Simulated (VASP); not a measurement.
All values below come from PBEsol GGA, VASP's PBE PAW potentials (set 64) (plane waves; VASP).

VASP ran on this input.

File KPOINTS:
```
Automatic mesh
0
Gamma
12 12 12
0 0 0
```

**INCAR**
```
SYSTEM = CoS
PREC = Accurate; ENCUT = 400; LREAL = F
LASPH = T
EDIFF = 1E-6; NELM = 100; ALGO = Normal
LMAXMIX = 4
ISMEAR = 1; SIGMA = 0.1
GGA = PS
MAGMOM = 0.7 0.0
ISPIN = 2
IBRION = 2; NSW = 60; ISIF = 3
EDIFFG = -0.01
LWAVE = F; LCHARG = F; LORBIT = 10
```

**POSCAR**
```
CoS
1
    2.8301267425     0.0000000000    -0.0000000000
   -0.0000000000     2.8301267425     0.0000000000
    0.0000000000    -0.0000000000     2.8301267425
Co S
1 1
Direct
  0.0000000000   0.0000000000   0.0000000000
  0.5000000000   0.5000000000   0.5000000000
```

POTCAR, in this order: Co S (PBE.64 set). Program: vasp_std.

Output

### OSZICAR
```
       N       E                     dE             d eps       ncg     rms          rms(c)
DAV:   1     0.638852540369E+02    0.63885E+02   -0.56721E+03  3779   0.117E+03
DAV:   2    -0.889653374576E+01   -0.72782E+02   -0.67382E+02  3770   0.241E+02
DAV:   3    -0.131200280921E+02   -0.42235E+01   -0.39499E+01  4300   0.651E+01
DAV:   4    -0.132341916662E+02   -0.11416E+00   -0.11360E+00  4517   0.108E+01
DAV:   5    -0.132377120200E+02   -0.35204E-02   -0.35198E-02  4564   0.194E+00    0.206E+01
DAV:   6    -0.163155301142E+02   -0.30778E+01   -0.33168E+01  4131   0.113E+02    0.207E+01
DAV:   7    -0.119909184034E+02    0.43246E+01   -0.18282E+01  4416   0.906E+01    0.727E+00
DAV:   8    -0.120133189229E+02   -0.22401E-01   -0.58586E-01  4071   0.738E+00    0.277E+00
DAV:   9    -0.120066857579E+02    0.66332E-02   -0.18565E-02  5307   0.242E+00    0.951E-01
DAV:  10    -0.120055281692E+02    0.11576E-02   -0.39649E-03  5709   0.752E-01    0.348E-01
DAV:  11    -0.120054924279E+02    0.35741E-04   -0.52727E-04  4773   0.217E-01    0.102E-01
DAV:  12    -0.120054913652E+02    0.10627E-05   -0.29157E-05  4867   0.955E-02    0.468E-02
DAV:  13    -0.120054836123E+02    0.77530E-05   -0.10771E-05  5025   0.428E-02    0.130E-02
DAV:  14    -0.120054826162E+02    0.99608E-06   -0.31883E-06  2894   0.195E-02
   1 F= -.12005483E+02 E0= -.12005193E+02  d E =-.120055E+02  mag=     0.6611
```

OUTCAR:
```
------------------------ aborting loop because EDIFF is reached ----------------------------------------
  FORCE on cell =-STRESS in cart. coord.  units (eV):
  Direction    XX          YY          ZZ          XY          YZ          ZX
  --------------------------------------------------------------------------------------
  Total       -0.0095089     -0.0095089     -0.0095089      0.0000000     -0.0000000     -0.0000000
  in kB       -0.6720811     -0.6720811     -0.6720811      0.0000000     -0.0000000     -0.0000000
  external PRESSURE =      -0.6720811 kB  Pullay stress =       0.0000000 kB
  volume of cell :       22.67
      direct lattice vectors                 reciprocal lattice vectors
     2.830126743  0.000000000  0.000000000     0.353341066  0.000000000  0.000000000
     0.000000000  2.830126743  0.000000000     0.000000000  0.353341066  0.000000000
     0.000000000  0.000000000  2.830126743     0.000000000  0.000000000  0.353341066
 POSITION                                       TOTAL-FORCE (eV/Angst)
 -----------------------------------------------------------------------------------
      0.00000      0.00000      0.00000         0.000000      0.000000      0.000000
      1.41506      1.41506      1.41506         0.000000      0.000000      0.000000
 -----------------------------------------------------------------------------------
    total drift:                               -0.000000     -0.000000     -0.000000
  FREE ENERGIE OF THE ION-ELECTRON SYSTEM (eV)
  ---------------------------------------------------
  free  energy   TOTEN  =       -12.0054826162 eV

  energy  without entropy=      -12.0046129690  energy(sigma->0) =      -12.00519273

 total charge

# of ion       s       p       d       tot
------------------------------------------
    1        0.350   0.442   7.457   8.249
    2        1.402   2.170   0.000   3.573
--------------------------------------------------
tot          1.752   2.613   7.457  11.822

 magnetization (x)

# of ion       s       p       d       tot
------------------------------------------
    1        0.000   0.001   0.675   0.676
    2        0.006   0.001   0.000   0.007
--------------------------------------------------
tot          0.007   0.002   0.675   0.683

 reached required accuracy - stopping structural energy minimisation
```
(Selected blocks of OUTCAR.)

The moments were started parallel, and other spin orders were not tried in this run.

The structure was generated: CoS was put into the CsCl type type (Pm-3m), which need not be its known phase. It was relaxed first, which changed the volume by -16 %. The start is the result of an earlier pass.
